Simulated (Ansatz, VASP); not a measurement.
**CsCdPO4 in VASP and in Ansatz**

```
Cs Cd P O
1.0
     9.05890    0.00000    0.00000
     0.00000    5.64060    0.00000
    -0.04030    0.00000    9.46331
Cs Cd P O
4 4 4 16
Direct
  0.17753 0.88599 0.01413
  0.82247 0.38599 0.98587
  0.32266 0.92720 0.51357
  0.67734 0.42720 0.48643
  0.07374 0.43844 0.34128
  0.92626 0.93844 0.65872
  0.59641 0.87802 0.16327
  0.40359 0.37802 0.83673
  0.60140 0.87890 0.81110
  0.39860 0.37890 0.18890
  0.91760 0.90230 0.30710
  0.08240 0.40230 0.69290
  0.93940 0.68530 0.21020
  0.06060 0.18530 0.78980
  0.42130 0.11470 0.22480
  0.57870 0.61470 0.77520
  0.68440 0.90280 0.95400
  0.31560 0.40280 0.04600
  0.44910 0.00580 0.81590
  0.55090 0.50580 0.18410
  0.99110 0.11960 0.24020
  0.00890 0.61960 0.75980
  0.99400 0.83220 0.44750
  0.00600 0.33220 0.55250
  0.75240 0.94760 0.33280
  0.24760 0.44760 0.66720
  0.69480 0.99090 0.69320
  0.30520 0.49090 0.30680
```

Alike in both runs: task electric field gradients; functional PBE; k mesh 3 × 4 × 3; occupations fermi-dirac, width 0.02 eV; no spin polarisation.

```csv
,VASP,Ansatz
version,VASP 6.6.1,Ansatz 0.2.0
potentials or method,"VASP PAW PBE potentials, release 64 (Cs_sv, Cd, P, O)","plane-wave PAW, scalar-relativistic"
plane-wave cutoff (eV),520,420
valence electrons in the cell,200,232
```

VASP gave:

| Item | Value |
| --- | --- |
| gap on the k mesh at the Fermi level (eV) | 3.15 |
| pressure (GPa) | 5.3 |
| largest component of the traceless stress (GPa) | 0.36 |
| rms of the force components (eV/Å) | 0.284 |
| Vzz of the field gradient on the site that differs most (V/Å²) | 43.5 |

What did Ansatz give for the same quantities?

gap on the k mesh at the Fermi level (eV): 3.16; pressure (GPa): 5.2; largest component of the traceless stress (GPa): 0.34; rms of the force components (eV/Å): 0.312; Vzz of the field gradient on the site that differs most (V/Å²): -48.9.

Atom by atom the forces differ by 0.057 eV/Å (rms over components). One of these differences is far larger than is usual between the two programs; its cause wasn't traced. The two sets of potentials don't hold the same shells in valence. Ansatz warned: «gradients_without_spin_orbit».

Caveats: spin-orbit coupling is left out, which moves the levels of the heavy elements; an odd mesh through Γ misses points on the zone boundary, where band edges often lie. A hybrid or GW would open this gap; PBE tends to underestimate it.
